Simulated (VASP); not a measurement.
# A VASP study of SnAs (r2SCAN + rVV10): structure first, properties next, part 4 of 5

Aim: relax SnAs with r2SCAN + rVV10, compute its properties on that cell and hold them against experiment. Left out of this account: 1 further run (core levels: core levels are not valid at this level). The start is a computed cell from the Materials Project.

VASP 6.6.1, plane waves and PAW; the level of theory is named at each step.

Still holding for the runs below: This run has no spin polarisation. Its electron count is odd, so without a moment it is a metal by construction.

So far. Step 5 (Band structure (r2SCAN + rVV10)): There is no gap at this level. Step 6 (Density of states (r2SCAN + rVV10)): The finer mesh and the other smearing move the Fermi level by +0.08 eV from the 8×8×8 run, one measure of the sampling error in the zero of the bands above. Of the states within 0.3 eV of the Fermi level, the largest shares in the PAW spheres are As p 23 %, Sn p 16 % and Sn s 14 %. The relaxed cell has a = 5.734 Å (conventional setting).

**7. Zone-centre phonons (r2SCAN + rVV10)**

Level of this step: r2SCAN with rVV10; plane waves and PAW (Sn_d, As) (VASP).

Zone-centre modes test whether the atoms sit at a minimum within this cell. IBRION = 6 takes the force constants from differences of forces between displaced cells, so the forces must be tight.

The input, INCAR:

```
SYSTEM = SnAs
PREC = Accurate
ENCUT = 400
EDIFF = 1E-08
NELM = 100
ISMEAR = 1
SIGMA = 0.2
LREAL = .FALSE.
ALGO = Normal
METAGGA = R2SCAN
LUSE_VDW = .TRUE.
IVDW_NL = 2
BPARAM = 11.95
CPARAM = 0.0093
LASPH = .TRUE.
NBANDS = 15
LORBIT = 11
LWAVE = .FALSE.
LCHARG = .FALSE.
KPAR = 2
IBRION = 6
NFREE = 2
POTIM = 0.015
ISIF = 2
NSW = 1
```

The input, POSCAR:

```
SnAs
1.0
    0.0000000000      2.8671404637      2.8671404637
    2.8671404637      0.0000000000      2.8671404637
    2.8671404637      2.8671404637      0.0000000000
Sn As
1 1
Direct
    0.5000000000      0.5000000000      0.5000000000
    0.0000000000      0.0000000000      0.0000000000
```

The input, KPOINTS:

```
Automatic mesh
0
Gamma
12 12 12
0 0 0
```

PAW data sets: Sn_d and As (PBE family, release 64).

Launch:

```bash
$ mpirun -np 2 vasp_std
```

What it wrote:

```text
[... set-up lines as in an earlier step ...]
 entering main loop
       N       E                     dE             d eps       ncg     rms          rms(c)
Total rVV10 correction in eV:      0.4337994    21.5668747
Total rVV10 correction in eV:      0.4337994    21.5668747
DAV:   1     0.672238718384E+02    0.67224E+02   -0.86738E+03  2209   0.141E+03
DAV:   2    -0.343949145637E+02   -0.10162E+03   -0.98841E+02  2314   0.330E+02
DAV:   3    -0.418884185697E+02   -0.74935E+01   -0.74336E+01  2762   0.806E+01
DAV:   4    -0.420465259002E+02   -0.15811E+00   -0.15808E+00  2468   0.130E+01
DAV:   5    -0.420513715219E+02   -0.48456E-02   -0.48456E-02  2941   0.218E+00    0.359E+00
Total rVV10 correction in eV:      0.4352568    21.5668759
Total rVV10 correction in eV:      0.4352568    21.5668759
DAV:   6    -0.391170192624E+02    0.29344E+01   -0.82433E-01  2727   0.151E+01    0.210E+00
Total rVV10 correction in eV:      0.4386820    21.5668759
Total rVV10 correction in eV:      0.4386820    21.5668759
DAV:   7    -0.391149137147E+02    0.21055E-02   -0.82650E-02  2482   0.181E+00    0.931E-01
Total rVV10 correction in eV:      0.4399643    21.5668759
Total rVV10 correction in eV:      0.4399643    21.5668759
DAV:   8    -0.391177303095E+02   -0.28166E-02   -0.53741E-03  2650   0.761E-01    0.290E-01
Total rVV10 correction in eV:      0.4405796    21.5668759
Total rVV10 correction in eV:      0.4405796    21.5668759
DAV:   9    -0.391181764056E+02   -0.44610E-03   -0.65702E-04  2503   0.236E-01    0.551E-02
Total rVV10 correction in eV:      0.4405887    21.5668759
Total rVV10 correction in eV:      0.4405887    21.5668759
DAV:  10    -0.391181830665E+02   -0.66609E-05   -0.98539E-05  2867   0.126E-01    0.274E-02
Total rVV10 correction in eV:      0.4406446    21.5668759
Total rVV10 correction in eV:      0.4406446    21.5668759
DAV:  11    -0.391181879877E+02   -0.49212E-05   -0.11629E-05  2748   0.411E-02    0.487E-03
Total rVV10 correction in eV:      0.4406691    21.5668759
Total rVV10 correction in eV:      0.4406691    21.5668759
DAV:  12    -0.391181887419E+02   -0.75414E-06   -0.23751E-06  2888   0.251E-02    0.162E-03
Total rVV10 correction in eV:      0.4406763    21.5668759
Total rVV10 correction in eV:      0.4406763    21.5668759
DAV:  13    -0.391181890924E+02   -0.35051E-06   -0.24415E-07  2815   0.530E-03    0.700E-04
Total rVV10 correction in eV:      0.4406723    21.5668759
Total rVV10 correction in eV:      0.4406723    21.5668759
DAV:  14    -0.391181888367E+02    0.25570E-06   -0.55135E-08  2804   0.352E-03    0.196E-04
Total rVV10 correction in eV:      0.4406722    21.5668759
Total rVV10 correction in eV:      0.4406722    21.5668759
DAV:  15    -0.391181888340E+02    0.26243E-08   -0.25991E-09  1556   0.521E-04
Total rVV10 correction in eV:      0.4406726    21.5668759
Total rVV10 correction in eV:      0.4406726    21.5668759
Total rVV10 correction in eV:      0.4406725    21.5668759
Total rVV10 correction in eV:      0.4406725    21.5668759
   1 F= -.39118189E+02 E0= -.39118640E+02  d E =0.135471E-02
 Found     2 degrees of freedom:
 Finite differences POTIM= 0.01500 DOF=   2
 bond charge predicted
       N       E                     dE             d eps       ncg     rms          rms(c)
Total rVV10 correction in eV:      0.4406778    21.5668759
Total rVV10 correction in eV:      0.4406778    21.5668759
DAV:   1    -0.391134691047E+02    0.47197E-02   -0.10976E+00  6157   0.678E+00    0.175E-01
Total rVV10 correction in eV:      0.4406592    21.5668754
Total rVV10 correction in eV:      0.4406592    21.5668754
DAV:   2    -0.391179633292E+02   -0.44942E-02   -0.26545E-02  6163   0.146E+00    0.540E-02
Total rVV10 correction in eV:      0.4406670    21.5668754
Total rVV10 correction in eV:      0.4406670    21.5668754
DAV:   3    -0.391180120367E+02   -0.48707E-04   -0.39413E-04  6408   0.159E-01    0.492E-02
Total rVV10 correction in eV:      0.4406740    21.5668754
Total rVV10 correction in eV:      0.4406740    21.5668754
DAV:   4    -0.391180266024E+02   -0.14566E-04   -0.30300E-05  7001   0.511E-02    0.214E-02
Total rVV10 correction in eV:      0.4406784    21.5668754
Total rVV10 correction in eV:      0.4406784    21.5668754
DAV:   5    -0.391180310369E+02   -0.44345E-05   -0.41928E-06  5789   0.162E-02    0.253E-03
Total rVV10 correction in eV:      0.4406789    21.5668754
Total rVV10 correction in eV:      0.4406789    21.5668754
DAV:   6    -0.391180312311E+02   -0.19422E-06   -0.25185E-07  6024   0.406E-03    0.215E-03
Total rVV10 correction in eV:      0.4406783    21.5668754
Total rVV10 correction in eV:      0.4406783    21.5668754
DAV:   7    -0.391180312049E+02    0.26257E-07   -0.45649E-08  6367   0.253E-03    0.167E-04
Total rVV10 correction in eV:      0.4406781    21.5668754
Total rVV10 correction in eV:      0.4406781    21.5668754
DAV:   8    -0.391180312037E+02    0.12164E-08   -0.31314E-09  3103   0.493E-04
Total rVV10 correction in eV:      0.4406782    21.5668754
Total rVV10 correction in eV:      0.4406782    21.5668754
Total rVV10 correction in eV:      0.4406781    21.5668754
Total rVV10 correction in eV:      0.4406781    21.5668754
   2 F= -.39118031E+02 E0= -.39118483E+02  d E =0.135476E-02
[...]
3 F= -.39118031E+02 E0= -.39118483E+02  d E =0.135474E-02
[...]
4 F= -.39118049E+02 E0= -.39118501E+02  d E =0.135473E-02
 Finite differences progress:
  Degree of freedom:   2/  2
  Displacement:        1/  2
  Total:               3/  4
 bond charge predicted
       N       E                     dE             d eps       ncg     rms          rms(c)
Total rVV10 correction in eV:      0.4406679    21.5668759
Total rVV10 correction in eV:      0.4406679    21.5668759
DAV:   1    -0.391162476760E+02    0.18014E-02   -0.32918E-01  4988   0.232E+00    0.117E-01
Total rVV10 correction in eV:      0.4406624    21.5668759
Total rVV10 correction in eV:      0.4406624    21.5668759
DAV:   2    -0.391179956642E+02   -0.17480E-02   -0.10480E-02  5555   0.585E-01    0.496E-02
Total rVV10 correction in eV:      0.4406731    21.5668759
Total rVV10 correction in eV:      0.4406731    21.5668759
DAV:   3    -0.391180302963E+02   -0.34632E-04   -0.16484E-04  6229   0.923E-02    0.220E-02
Total rVV10 correction in eV:      0.4406783    21.5668759
Total rVV10 correction in eV:      0.4406783    21.5668759
DAV:   4    -0.391180475986E+02   -0.17302E-04   -0.31162E-05  5688   0.355E-02    0.752E-03
Total rVV10 correction in eV:      0.4406782    21.5668759
Total rVV10 correction in eV:      0.4406782    21.5668759
DAV:   5    -0.391180489963E+02   -0.13977E-05   -0.41110E-06  5877   0.133E-02    0.182E-03
Total rVV10 correction in eV:      0.4406783    21.5668759
Total rVV10 correction in eV:      0.4406783    21.5668759
DAV:   6    -0.391180490642E+02   -0.67932E-07   -0.26290E-07  6140   0.358E-03    0.979E-04
Total rVV10 correction in eV:      0.4406782    21.5668759
Total rVV10 correction in eV:      0.4406782    21.5668759
DAV:   7    -0.391180490815E+02   -0.17261E-07   -0.34566E-08  5786   0.137E-03    0.141E-04
Total rVV10 correction in eV:      0.4406781    21.5668759
Total rVV10 correction in eV:      0.4406781    21.5668759
DAV:   8    -0.391180490810E+02    0.44929E-09   -0.12959E-09  3558   0.312E-04
Total rVV10 correction in eV:      0.4406781    21.5668759
Total rVV10 correction in eV:      0.4406781    21.5668759
Total rVV10 correction in eV:      0.4406781    21.5668759
Total rVV10 correction in eV:      0.4406781    21.5668759
   5 F= -.39118049E+02 E0= -.39118501E+02  d E =0.135475E-02
 Finite differences progress:
  Degree of freedom:   2/  2
  Displacement:        2/  2
  Total:               4/  4
```

Run time: 22 min. Hardware: 2 MPI ranks of AMD EPYC 7R43, shared host; peak memory 0.66 GiB.

Parts of OUTCAR (step 7):

```text
   k-points           NKPTS =     72   k-points in BZ     NKDIM =     72   number of bands    NBANDS=     15

   NELECT =      19.0000    total number of electrons

 E-fermi :   6.9701

 k-point     1 :       0.0000    0.0000    0.0000
  band No.  band energies     occupation
    ...
      6      -6.8598      2.00000
      7       4.4078      2.00000
      8       5.6326      2.00000
      9       5.6334      2.00000
     10       5.6334      2.00000
     11      12.6710      0.00000
     12      12.6710      0.00000
     13      12.6780      0.00000
     14      13.2782      0.00000
     15      13.2842      0.00000

  Total       -0.0628523     -0.0715141     -0.0715141      0.0000000      0.0000000      0.0000000
  in kB       -2.1362627     -2.4306656     -2.4306656      0.0000000      0.0000000      0.0000000
  external PRESSURE =      -2.3325313 kB  Pullay stress =       0.0000000 kB

 POSITION                                       TOTAL-FORCE (eV/Angst)
 -----------------------------------------------------------------------------------
      2.86714      2.86714      2.86714        -0.018702      0.000000      0.000000
     -0.01500      0.00000      0.00000         0.018702      0.000000      0.000000
 -----------------------------------------------------------------------------------
    total drift:                                0.000050      0.000001      0.000001

  FREE ENERGIE OF THE ION-ELECTRON SYSTEM (eV)
  ---------------------------------------------------
  free  energy   TOTEN  =       -39.1180490810 eV

  energy  without entropy=      -39.1194038323  energy(sigma->0) =      -39.11850066

 Eigenvectors and eigenvalues of the dynamical matrix
 ----------------------------------------------------

   1 f  =    2.601420 THz    16.345203 2PiTHz   86.774026 cm-1    10.758603 meV
             X         Y         Z           dx          dy          dz
      2.867140  2.867140  2.867140     0.000000    0.631349    0.000000
      0.000000  0.000000  0.000000     0.000000   -0.775498    0.000000

   2 f  =    2.601420 THz    16.345203 2PiTHz   86.774026 cm-1    10.758603 meV
             X         Y         Z           dx          dy          dz
      2.867140  2.867140  2.867140    -0.631349    0.000000    0.000000
      0.000000  0.000000  0.000000     0.775498    0.000000    0.000000

   3 f  =    2.601420 THz    16.345203 2PiTHz   86.774026 cm-1    10.758603 meV
             X         Y         Z           dx          dy          dz
      2.867140  2.867140  2.867140     0.000000    0.000000   -0.631349
      0.000000  0.000000  0.000000     0.000000    0.000000    0.775498

   4 f/i=    0.031090 THz     0.195346 2PiTHz    1.037060 cm-1     0.128579 meV
             X         Y         Z           dx          dy          dz
      2.867140  2.867140  2.867140     0.775498    0.000000    0.000000
      0.000000  0.000000  0.000000     0.631349    0.000000    0.000000

   5 f/i=    0.031090 THz     0.195346 2PiTHz    1.037060 cm-1     0.128579 meV
             X         Y         Z           dx          dy          dz
      2.867140  2.867140  2.867140     0.000000   -0.775498    0.000000
      0.000000  0.000000  0.000000     0.000000   -0.631349    0.000000

   6 f/i=    0.031090 THz     0.195346 2PiTHz    1.037060 cm-1     0.128579 meV
             X         Y         Z           dx          dy          dz
      2.867140  2.867140  2.867140     0.000000    0.000000    0.775498
      0.000000  0.000000  0.000000     0.000000    0.000000    0.631349

 ELASTIC MODULI CONTR FROM IONIC RELAXATION (kBar)
 Direction    XX          YY          ZZ          XY          YZ          ZX
 --------------------------------------------------------------------------------
 XX           0.0000      0.0000      0.0000      0.0000      0.0000      0.0000
 YY           0.0000      0.0000      0.0000      0.0000      0.0000      0.0000
 ZZ           0.0000      0.0000      0.0000      0.0000      0.0000      0.0000
 XY           0.0000      0.0000      0.0000      0.0000      0.0000      0.0000
 YZ           0.0000      0.0000      0.0000      0.0000      0.0000      0.0000
 ZX           0.0000      0.0000      0.0000      0.0000      0.0000      0.0000
 --------------------------------------------------------------------------------

[... 7 parts as in an earlier step ...]

[... 9 further parts left out ...]
```

CONTCAR:

```
SnAs
   1.00000000000000
     0.0000000000000000    2.8671404637000002    2.8671404637000002
     2.8671404637000002    0.0000000000000000    2.8671404637000002
     2.8671404637000002    2.8671404637000002    0.0000000000000000
  Sn              As
     1     1
Direct
     0.5000000000000000    0.5000000000000000    0.5000000000000000
     0.0026158467277607   -0.0026158467277607   -0.0026158467277607
```

The last energy, forces, stress and levels in OUTCAR belong to the last displaced cell, not to the cell of POSCAR.

This step gave:

```
bands                     : 15
pressure of the cell      : -0.2375 GPa
largest force of the cell : 0 eV/Å
```

Modes at Γ, with each element's share of the kinetic energy:

```csv
mode,frequency (cm⁻¹),symmetry,Sn %,As %
1,-1.0,acoustic,60,40
2,-1.0,acoustic,60,40
3,-1.0,acoustic,60,40
4,86.8,T1u,40,60
5,86.8,T1u,40,60
6,86.8,T1u,40,60
```

Displacements in mode 4 (86.8 cm⁻¹), the largest set to 1:
```
Sn1  0.00  0.00 -0.65
As2  0.00  0.00  1.00
```

The three acoustic modes lie within 1.0 cm⁻¹ of zero, and all others are real. By the characters of their eigenvectors the optical modes sort into (cm⁻¹) infrared active: T1u 87.

(Part 4 of 5 ends here.)

[Lines on the potential files, build, host, timing and source positions are cut from VASP's logs without a mark.]

[Logs are printed without paths, hosts, clocks, repeated set-up lines and the standing remarks that a program may print on its own settings, such as how far it seeks lower states.]

[Hosts, paths, dates, database ids (printed as entryN), source tags and the programs' standing remarks are cut or masked in the printed files.]

[A measured line is paired with the nearest computed mode of its activity, which favours agreement.]
